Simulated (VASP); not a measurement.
Consider the following.

```xyz
2
Lattice="0.0000 3.2613 3.2613 3.2613 0.0000 3.2613 3.2613 3.2613 0.0000" Properties=species:S:1:pos:R:3 pbc="T T T"
Cd     0.0000     0.0000     0.0000
Te     1.6306     1.6306     1.6306
```

All values below come from PBE GGA with D4 dispersion, VASP's PBE PAW potentials (set 64) (plane waves; VASP). Numerical set-up: 520 eV cut-off, 7×7×7 Γ-centred mesh, Gaussian smearing of 0.050 eV, potentials Cd Te.

Unless said otherwise, spin-orbit coupling is left out, though it shifts the bands of the heavy elements here.

**Question.** Estimate the energy per atom (σ→0), band gap (on the k-mesh) with the smallest direct gap where there is one.

**Answer.** 
| Property | Result |
|---|---|
| band gap (on the k-mesh) | 0.71 eV |
| smallest direct gap (on the k-mesh) | 0.71 eV |
| energy per atom (σ→0) | -2.744 eV/atom |

The absolute energy has meaning only against runs of the same code, potentials and settings.

The compound is CdTe in the zinc blende structure. It was relaxed first.
